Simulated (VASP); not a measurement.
Given:

```
CELL_PARAMETERS angstrom
      1.35472    -2.34644     0.00000
      1.35472     2.34644     0.00000
      0.00000     0.00000     4.27153
ATOMIC_POSITIONS crystal
  Ru 0.33333 0.66667 0.25000
  Ru 0.66667 0.33333 0.75000
```

The numbers are results of rev-vdW-DF2, VASP's PBE PAW potentials (set 64) (plane waves; VASP), not measurements. Numerical set-up: 520 eV cut-off, 17×17×10 Γ-centred mesh, tetrahedra with Blöchl corrections, potentials Ru_pv.

Problem. Estimate the energy per atom (σ→0), band gap (on the k-mesh) with the smallest direct gap where there is one.

Solution. 
```yaml
band gap (on the k-mesh): none (metal, semimetal or under 0.01 eV)
energy per atom (σ→0): -6.632 eV/atom
```

Total energies compare only between runs with the same potentials, cut-off and functional.

The compound is Ru in the hcp structure. It was relaxed first.
